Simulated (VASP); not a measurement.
# Mo(110) in VASP

Wanted: what it costs to take an electron out of Mo(110), held as cut.

Calculated with VASP 6.6.1; r2SCAN; plane waves and PAW (Mo).

## Step 1: The starting structure

The cell holds 7 atoms: 7 Mo. Cell: a = 2.728 Å, b = 2.728 Å, c = 31.364 Å, α = 90.0°, β = 90.0°, γ = 70.5°. Vacuum lies along c.

As a file:

```
Mo
1.0
     2.22739   -1.57500    0.00000
     2.22739    1.57500    0.00000
     0.00000    0.00000   31.36432
Mo
7
Direct
  0.00000 0.00000 0.28695
  0.50000 0.50000 0.35797
  0.00000 0.00000 0.42898
  0.50000 0.50000 0.50000
  0.00000 0.00000 0.57102
  0.50000 0.50000 0.64203
  0.00000 0.00000 0.71305
```

## Step 2: Vacuum level and density of states

A static run writes the electrostatic potential without exchange and correlation (LVHAR), which is flat in the vacuum and gives the level to count from. The dipole correction cancels the field that unlike faces would set up across the vacuum.

INCAR reads:

```
SYSTEM = Mo
PREC = Normal
ENCUT = 300
EDIFF = 1E-06
NELM = 120
ISMEAR = -1
SIGMA = 0.1
LREAL = .FALSE.
ALGO = Normal
METAGGA = R2SCAN
LASPH = .TRUE.
NBANDS = 39
LORBIT = 11
LWAVE = .FALSE.
LCHARG = .TRUE.
IDIPOL = 3
LDIPOL = .TRUE.
DIPOL = 0.5 0.5 0.5
LVHAR = .TRUE.
LVACPOTAV = .TRUE.
LELF = .TRUE.
NEDOS = 1500
```

POSCAR reads:

```
Mo
1.0
    2.2273863607     -1.5750000000      0.0000000000
    2.2273863607      1.5750000000      0.0000000000
    0.0000000000      0.0000000000     31.3643181644
Mo
7
Direct
    0.0000000000      0.0000000000      0.2869502838
    0.5000000000      0.5000000000      0.3579668559
    0.0000000000      0.0000000000      0.4289834279
    0.5000000000      0.5000000000      0.5000000000
    0.0000000000      0.0000000000      0.5710165721
    0.5000000000      0.5000000000      0.6420331441
    0.0000000000      0.0000000000      0.7130497162
```

KPOINTS reads:

```
Automatic mesh
0
Gamma
16 16 1
0 0 0
```

KPOINTS_OPT reads:

```
Line mode
14
Line-mode
Reciprocal
  0.00000000   0.00000000   0.00000000 GAMMA
  0.37500000  -0.37500000   0.00000000 X

  0.37500000  -0.37500000   0.00000000 X
  0.62500000   0.37500000   0.00000000 A1

  0.62500000   0.37500000   0.00000000 A1
  0.50000000   0.50000000   0.00000000 Y

  0.50000000   0.50000000   0.00000000 Y
  0.00000000   0.00000000   0.00000000 GAMMA
```

PAW data sets: Mo (PBE family, release 64).

Command:

```console
> mpirun -np 2 vasp_std
```

What it wrote:

```text
[banner, memory and clock lines left out]
running    2 mpi-ranks, on    1 nodes
 distrk:  each k-point on    2 cores,    1 groups
 distr:  one band on    1 cores,    2 groups

 POSCAR found type information on POSCAR Mo
 POSCAR found :  1 types and       7 ions
|                                                                             |
|               ----> ADVICE to this user running VASP <----                  |
|                                                                             |
|     You enforced a specific xc type in the INCAR file but a different       |
|     [... a line on the potential file left out ...]
|     I HOPE YOU KNOW WHAT YOU ARE DOING!                                     |
|                                                                             |

 LDA part: xc-table for (None), standard interpolation
|                                                                             |
|           W    W    AA    RRRRR   N    N  II  N    N   GGGG   !!!           |
|           W    W   A  A   R    R  NN   N  II  NN   N  G    G  !!!           |
|           W    W  A    A  R    R  N N  N  II  N N  N  G       !!!           |
|           W WW W  AAAAAA  RRRRR   N  N N  II  N  N N  G  GGG   !            |
|           WW  WW  A    A  R   R   N   NN  II  N   NN  G    G                |
|           W    W  A    A  R    R  N    N  II  N    N   GGGG   !!!           |
|                                                                             |
|     The number of bands has been changed from the values supplied in        |
|     The orbitals not found in the WAVECAR file will be initialized with     |
|     random numbers, which is usually adequate. For correlated               |
|     calculations, however, you should redo the groundstate calculation.     |
|     I found NBANDS = 39. Now, NBANDS = 40.                                  |
|                                                                             |

 POSCAR, INCAR and KPOINTS ok, starting setup
 FFT: planning ... GRIDC
 FFT: planning ... GRID_SOFT
 FFT: planning ... GRID
 WAVECAR not read
 entering main loop
       N       E                     dE             d eps       ncg     rms          rms(c)
DAV:   1     0.115012747738E+02    0.11501E+02   -0.12688E+04  5888   0.569E+02
DAV:   2    -0.175077096080E+03   -0.18658E+03   -0.16916E+03  7528   0.165E+02
DAV:   3    -0.186176751387E+03   -0.11100E+02   -0.10308E+02  7496   0.366E+01
DAV:   4    -0.186496210691E+03   -0.31946E+00   -0.31522E+00  6936   0.642E+00
DAV:   5    -0.186505119293E+03   -0.89086E-02   -0.88811E-02  7952   0.933E-01    0.366E+01
DAV:   6    -0.191787935365E+03   -0.52828E+01   -0.44084E+01  8120   0.234E+01    0.240E+01
DAV:   7    -0.282850855016E+03   -0.91063E+02   -0.37866E+02  9392   0.786E+01    0.540E+01
DAV:   8    -0.206776330844E+03    0.76075E+02   -0.15372E+02  7176   0.367E+01    0.268E+01
DAV:   9    -0.181894480622E+03    0.24882E+02   -0.52410E+01  8336   0.295E+01    0.970E+00
DAV:  10    -0.179985452392E+03    0.19090E+01   -0.12608E+01  7480   0.139E+01    0.534E+00
DAV:  11    -0.180358081602E+03   -0.37263E+00   -0.87023E-01  6976   0.438E+00    0.487E+00
DAV:  12    -0.180337704374E+03    0.20377E-01   -0.42542E-02  7408   0.836E-01    0.477E+00
DAV:  13    -0.180215252840E+03    0.12245E+00   -0.95083E-02  7296   0.115E+00    0.390E+00
DAV:  14    -0.180125251142E+03    0.90002E-01   -0.26289E-01  7160   0.187E+00    0.200E+00
DAV:  15    -0.180103438766E+03    0.21812E-01   -0.10516E-01  7656   0.114E+00    0.113E+00
DAV:  16    -0.180102395195E+03    0.10436E-02   -0.40860E-02  6960   0.843E-01    0.506E-01
DAV:  17    -0.180101620796E+03    0.77440E-03   -0.29906E-03  6720   0.262E-01    0.401E-01
DAV:  18    -0.180099784225E+03    0.18366E-02   -0.47586E-03  7440   0.240E-01    0.181E-01
DAV:  19    -0.180100048157E+03   -0.26393E-03   -0.48426E-04  7408   0.844E-02    0.131E-01
DAV:  20    -0.180100289659E+03   -0.24150E-03   -0.21098E-04  7312   0.543E-02    0.797E-02
DAV:  21    -0.180100508617E+03   -0.21896E-03   -0.16236E-04  7312   0.489E-02    0.172E-02
DAV:  22    -0.180100598264E+03   -0.89647E-04   -0.24880E-05  7008   0.250E-02    0.135E-02
DAV:  23    -0.180100657273E+03   -0.59009E-04   -0.19236E-05  6760   0.168E-02    0.918E-03
DAV:  24    -0.180100735831E+03   -0.78558E-04   -0.11922E-05  6688   0.136E-02    0.978E-03
DAV:  25    -0.180100748218E+03   -0.12386E-04   -0.38713E-06  6488   0.109E-02    0.563E-03
DAV:  26    -0.180100745737E+03    0.24805E-05   -0.28390E-06  5832   0.906E-03    0.379E-03
DAV:  27    -0.180100744742E+03    0.99557E-06   -0.52561E-07  4608   0.433E-03
|                                                                             |
|           W    W    AA    RRRRR   N    N  II  N    N   GGGG   !!!           |
|           W    W   A  A   R    R  NN   N  II  NN   N  G    G  !!!           |
|           W    W  A    A  R    R  N N  N  II  N N  N  G       !!!           |
|           W WW W  AAAAAA  RRRRR   N  N N  II  N  N N  G  GGG   !            |
|           WW  WW  A    A  R   R   N   NN  II  N   NN  G    G                |
|           W    W  A    A  R    R  N    N  II  N    N   GGGG   !!!           |
|                                                                             |
|     Did not find any points to average over, which means that no vacuum     |
|     field-free region was found. Please increase the size of  your cell     |
|     in the dimension of the dipole correction to obtain accurate            |
|     workfunction values.                                                    |
|                                                                             |

   1 F= -.18010074E+03 E0= -.18001846E+03  d E =-.164576E+00
 Start KPOINTS_OPT (optional k-point list driver)
k-point batch [1-56\56]
       N       E                     dE             ncg
DAV:   1     0.697709006501E+04   -0.53421E+05     4552
DAV:   2    -0.337560784161E+04   -0.10353E+05     5848
DAV:   3    -0.398595709048E+04   -0.61035E+03     5768
DAV:   4    -0.400230523556E+04   -0.16348E+02     5528
DAV:   5    -0.400274033254E+04   -0.43510E+00     5904
DAV:   6    -0.400274967939E+04   -0.93468E-02     5840
DAV:   7    -0.400274992130E+04   -0.24191E-03     5888
DAV:   8    -0.400274992788E+04   -0.65796E-05     4368
DAV:   9    -0.400274992831E+04   -0.42374E-06     3736
```

Run time: 3.9 min. Hardware: 2 MPI ranks of Intel Xeon 6975P-C (Granite Rapids), shared host; peak memory 0.57 GiB; 7.7 min of CPU time.

The logs omit lines about the potential files and the build; timing stands in the text.

Parts of OUTCAR (step 2):

```text
ion  position               nearest neighbor table
   1  0.000  0.000  0.287-   2 2.73   2 2.73   2 3.15   2 3.15
   2  0.500  0.500  0.358-   3 2.73   3 2.73   1 2.73   1 2.73   3 3.15   3 3.15   1 3.15   1 3.15

  LATTYP: Found a base centered orthorhombic cell.
 ALAT       =     3.1500000000
 B/A-ratio  =     1.4142135623
 C/A-ratio  =     9.9569264014

 Subroutine GETGRP returns: Found  8 space group operations
 (whereof  8 operations were pure point group operations)

The static configuration has the point symmetry D_2h.

 Found     73 irreducible k-points:

   k-points           NKPTS =     73   k-points in BZ     NKDIM =     73   number of bands    NBANDS=     40

   dimension x,y,z NGX =    12 NGY =   12 NGZ =  140
   dimension x,y,z NGXF=    24 NGYF=   24 NGZF=  280

   ENCUT  =  300.0 eV  22.05 Ry    4.70 a.u.   3.85  3.85 44.29*2*pi/ulx,y,z

   NELECT =      42.0000    total number of electrons

 k-points in reciprocal lattice and weights: Automatic mesh
   0.00000000  0.00000000  0.00000000       0.004
   0.06250000  0.00000000  0.00000000       0.016
   0.12500000  0.00000000  0.00000000       0.016
   0.18750000  0.00000000  0.00000000       0.016
   0.25000000  0.00000000  0.00000000       0.016
   0.31250000  0.00000000  0.00000000       0.016
   0.37500000  0.00000000  0.00000000       0.016
   0.43750000  0.00000000  0.00000000       0.016
   0.50000000  0.00000000  0.00000000       0.008
[...]
-0.43750000  0.43750000  0.00000000       0.008
   0.50000000  0.50000000  0.00000000       0.004

 dipolmoment           0.000000      0.000000     -0.000000 electrons x Angstroem

 average (electrostatic) potential at core
       1 -46.8345       2 -46.9995       3 -46.9225       4 -46.9390       5 -46.9225
       6 -46.9995       7 -46.8345

 E-fermi :   1.0730

 k-point     1 :       0.0000    0.0000    0.0000
  band No.  band energies     occupation
    ...
     18      -0.3937      2.00000
     19      -0.1991      1.99999
     20      -0.0360      1.99997
     21       0.3534      1.99850
     22       0.8462      1.81246
     23       1.2495      0.29236
     24       1.7076      0.00350
     25       2.3359      0.00001
     26       2.3454      0.00001
     27       2.3808      0.00000
    ...

 k-point     2 :       0.0625    0.0000    0.0000
  band No.  band energies     occupation
    ...
     18      -0.3413      2.00000
     19      -0.1971      1.99999
     20      -0.0853      1.99998
     21       0.5115      1.99274
     22       0.6162      1.97945
     23       1.4015      0.07215
     24       1.4231      0.05857
     25       1.8820      0.00061
     26       2.2334      0.00002
     27       2.2913      0.00001
    ...

 k-point     3 :       0.1250    0.0000    0.0000
  band No.  band energies     occupation
    ...
     20       0.0437      1.99993
     21       0.3383      1.99871
     22       0.6497      1.97139
     23       1.0494      1.11766
     24       1.0682      1.02389
     25       1.8542      0.00081
     26       2.0884      0.00008
     27       2.1353      0.00005
     28       2.3481      0.00001
     29       2.3846      0.00000
    ...

  Total       -6.6026796     -5.9127867     -4.2184539      0.0000000      0.0000000      0.0000000
  in kB      -48.0716294    -43.0487786    -30.7129783      0.0000000      0.0000000      0.0000000
  external PRESSURE =     -40.6111288 kB  Pullay stress =       0.0000000 kB

  energy-cutoff  :      300.00
  volume of cell :      220.06
      direct lattice vectors                 reciprocal lattice vectors
     2.227386361 -1.575000000  0.000000000     0.224478343 -0.317460317  0.000000000
     2.227386361  1.575000000  0.000000000     0.224478343  0.317460317  0.000000000
     0.000000000  0.000000000 31.364318164     0.000000000  0.000000000  0.031883365

 POSITION                                       TOTAL-FORCE (eV/Angst)
 -----------------------------------------------------------------------------------
      0.00000      0.00000      9.00000        -0.000000      0.000000      0.756078
      2.22739      0.00000     11.22739         0.000000      0.000000     -0.689098
      0.00000      0.00000     13.45477         0.000000      0.000000     -0.012119
      2.22739      0.00000     15.68216         0.000000      0.000000      0.000000
      0.00000      0.00000     17.90955        -0.000000      0.000000      0.012119
      2.22739      0.00000     20.13693         0.000000      0.000000      0.689098
      0.00000      0.00000     22.36432         0.000000      0.000000     -0.756078
 -----------------------------------------------------------------------------------
    total drift:                                0.000000     -0.000000     -0.000000

  FREE ENERGIE OF THE ION-ELECTRON SYSTEM (eV)
  ---------------------------------------------------
  free  energy   TOTEN  =      -180.1007447416 eV

  energy  without entropy=     -179.9361689863  energy(sigma->0) =     -180.01845686

 vacuum level on the upper side and lower side of the slab         5.793         5.793

 total charge
# of ion       s       p       d       tot
------------------------------------------
    1        0.495   0.409   4.273   5.177
    2        0.519   0.566   4.336   5.421
    3        0.520   0.572   4.342   5.433
    4        0.522   0.578   4.328   5.428
    5        0.520   0.572   4.342   5.433
    6        0.519   0.566   4.336   5.421
    7        0.495   0.409   4.273   5.177
--------------------------------------------------
tot          3.590   3.671  30.230  37.491

[... 3 further parts left out ...]
```

The PAW data sets were made with PBE, which is usual practice but a small mismatch for other functionals. The data set Mo keeps the semicore shell frozen, which is cheaper and a little less accurate.

This step gave:

```
electronic cycles                               : 27
electrons                                       : 42
free energy (TOTEN)                             : -180.1007 eV
energy at zero smearing                         : -180.0185 eV
Fermi energy                                    : 1.073 eV
labelled metallic, from the levels on this mesh : yes
DOS at the Fermi level                          : 4.991 states/eV/cell
dipole moment                                   : 0, 0, 0 e·Å
vacuum levels                                   : 5.793, 5.793 eV
work functions of the upper and lower face      : 4.720, 4.720 eV
```

The electronic bands at the labelled points (eV, zero at the Fermi level; # counts the bands kept):

```tsv
point	#18	#19	#20	#21	#22	#23	#24	#25
Γ	-1.47	-1.27	-1.11	-0.72	-0.23	0.18	0.64	1.26
0.54 of the way	-1.81	-1.62	-1.36	-1.36	-0.89	-0.10	0.25	0.69
X	-1.26	-0.31	0.21	0.25	0.78	1.71	1.89	1.90
0.46 of the way	-0.13	0.34	1.14	1.30	1.50	1.55	1.67	1.71
A1	-1.26	-0.31	0.21	0.25	0.78	1.71	1.89	1.90
0.46 of the way	-0.39	0.63	0.91	1.30	1.32	1.35	1.46	1.77
Y	0.46	0.53	0.87	1.04	1.21	1.39	1.63	2.33
0.54 of the way	-1.04	-0.94	-0.90	-0.87	-0.60	-0.58	-0.10	0.09
Γ	-1.47	-1.27	-1.11	-0.72	-0.23	0.18	0.64	1.26
```

(Continued in part 2 of 2.)

[Lines on the potential files, build, host, timing and source positions are cut from VASP's logs without a mark.]

[Logs are printed without paths, hosts, clocks, repeated set-up lines and the standing remarks that a program may print on its own settings, such as how far it seeks lower states.]

[Hosts, paths, dates, database ids (printed as entryN), source tags and the programs' standing remarks are cut or masked in the printed files.]

[In band tables of VASP the shares of atoms and orbitals are scaled to a sum of 1 inside the atoms' spheres.]

[Runs that stopped without an error message from VASP are left out.]
